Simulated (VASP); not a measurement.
Output of a VASP run:

File OSZICAR:
```
       N       E                     dE             d eps       ncg     rms          rms(c)
DAV:   1     0.369369379860E+02    0.36937E+02   -0.50411E+03  1904   0.970E+02
DAV:   2    -0.512699555711E+01   -0.42064E+02   -0.40868E+02  1987   0.187E+02
DAV:   3    -0.548260870777E+01   -0.35561E+00   -0.35366E+00  2199   0.201E+01
DAV:   4    -0.548452680572E+01   -0.19181E-02   -0.19179E-02  2171   0.138E+00
DAV:   5    -0.548454789461E+01   -0.21089E-04   -0.21088E-04  2228   0.124E-01    0.696E+00
DAV:   6    -0.521795401459E+01    0.26659E+00   -0.12882E+00  1915   0.107E+01    0.343E+00
DAV:   7    -0.520985471369E+01    0.80993E-02   -0.31877E-03  2027   0.630E-01    0.189E+00
DAV:   8    -0.520641308608E+01    0.34416E-02   -0.98908E-04  1967   0.254E-01    0.292E-02
DAV:   9    -0.520641993387E+01   -0.68478E-05   -0.83027E-06  2462   0.310E-02    0.113E-02
DAV:  10    -0.520642284451E+01   -0.29106E-05   -0.12772E-06  2033   0.129E-02    0.176E-03
DAV:  11    -0.520642276879E+01    0.75722E-07   -0.22913E-08  1017   0.140E-03
   1 F= -.52064228E+01 E0= -.52058387E+01  d E =-.520642E+01
```

File OUTCAR:
```
------------------------ aborting loop because EDIFF is reached ----------------------------------------
  FORCE on cell =-STRESS in cart. coord.  units (eV):
  Direction    XX          YY          ZZ          XY          YZ          ZX
  --------------------------------------------------------------------------------------
  Total       -0.0096860     -0.0096860     -0.0096860     -0.0000000      0.0000000     -0.0000000
  in kB       -1.0124938     -1.0124938     -1.0124938     -0.0000000      0.0000000     -0.0000000
  external PRESSURE =      -1.0124938 kB  Pullay stress =       0.0000000 kB
  volume of cell :       15.33
      direct lattice vectors                 reciprocal lattice vectors
     0.000000000  1.971561315  1.971561315    -0.253606112  0.253606112  0.253606112
     1.971561315  0.000000000  1.971561315     0.253606112 -0.253606112  0.253606112
     1.971561315  1.971561315  0.000000000     0.253606112  0.253606112 -0.253606112
 POSITION                                       TOTAL-FORCE (eV/Angst)
 -----------------------------------------------------------------------------------
      0.00000      0.00000      0.00000         0.000000      0.000000     -0.000000
 -----------------------------------------------------------------------------------
    total drift:                               -0.000000     -0.000000     -0.000000
  FREE ENERGIE OF THE ION-ELECTRON SYSTEM (eV)
  ---------------------------------------------------
  free  energy   TOTEN  =        -5.2064227688 eV

  energy  without entropy=       -5.2046705097  energy(sigma->0) =       -5.20583868

 reached required accuracy - stopping structural energy minimisation
```
(Selected blocks of OUTCAR.)

**POSCAR**
```
Pd
1
    0.0000000000     1.9715613148     1.9715613148
    1.9715613148     0.0000000000     1.9715613148
    1.9715613148     1.9715613148     0.0000000000
Pd
1
Direct
  0.0000000000   0.0000000000   0.0000000000
```

Question: Reconstruct the remaining input files.

Answer: This is not unique; one that fits is the input of the run itself, PBE GGA, plane waves, VASP's PBE PAW potentials (set 64).

**INCAR**
```
! general
SYSTEM   =  Pd
PREC     =  Accurate
ENCUT    =  480   ! plane-wave cut-off (eV)
LREAL    =  .False.
LASPH    =  .True.

! electronic loop
EDIFF    =  1E-6   ! SCF stop (eV)
NELM     =  100   ! most electronic steps
ALGO     =  Normal
LMAXMIX  =  4

! smearing
ISMEAR   =  1
SIGMA    =  0.1

! functional
GGA      =  PE   ! PBE

! ions
IBRION   =  2   ! conjugate gradients
NSW      =  60
ISIF     =  3
EDIFFG   =  -0.01   ! ionic stop

! output
LWAVE    =  .False.
LCHARG   =  .False.
```

**KPOINTS**
```
Automatic mesh
0
Gamma
14 14 14
0 0 0
```

POTCAR, in this order: Pd (PBE.64 set). Program: vasp_std.

The compound is Pd in the fcc structure. It was relaxed first. The start is the result of an earlier pass.
